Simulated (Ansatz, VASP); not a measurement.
**Two plane-wave programs on ReS**

```
Re S
1.0
     0.00000    2.46858    2.46858
     2.46858    0.00000    2.46858
     2.46858    2.46858    0.00000
Re S
1 1
Direct
  0.00000 0.00000 0.00000
  0.50000 0.50000 0.50000
```

Alike in both runs: functional PBE; k mesh 14 × 14 × 14; occupations gaussian, width 0.1 eV; collinear spin.

Ansatz relaxed the structure, and its values are those at the end. VASP's run is a single point on that final structure, the one shown.

|  | VASP | Ansatz |
| --- | --- | --- |
| version | VASP 6.6.1 | Ansatz 0.2.0 |
| potentials or method | VASP PAW PBE potentials, release 64 (Re, S) | scalar-relativistic, plane waves, PAW |
| plane-wave cutoff (eV) | 520 | 420 |
| valence electrons in the cell | 13 | 21 |

Ansatz gave:

- gap on the k mesh at the Fermi level (eV): none
- pressure (GPa): 0.0
- net moment per atom (μB): 0.48
- size of the moment on the site where the two differ most (μB): 0.69

**Question.** What did VASP give for the same quantities?

**Answer.** gap on the k mesh at the Fermi level (eV): none; pressure (GPa): 1.0; net moment per atom (μB): 0.47; size of the moment on the site where the two differ most (μB): 0.89.

Site moments also hang on the region over which each program counts them. A gap of «none» marks a metal or a gap that the smearing closes. The two sets of potentials don't hold the same shells in valence.

Spin-orbit coupling is left out, which matters for the levels of Re.
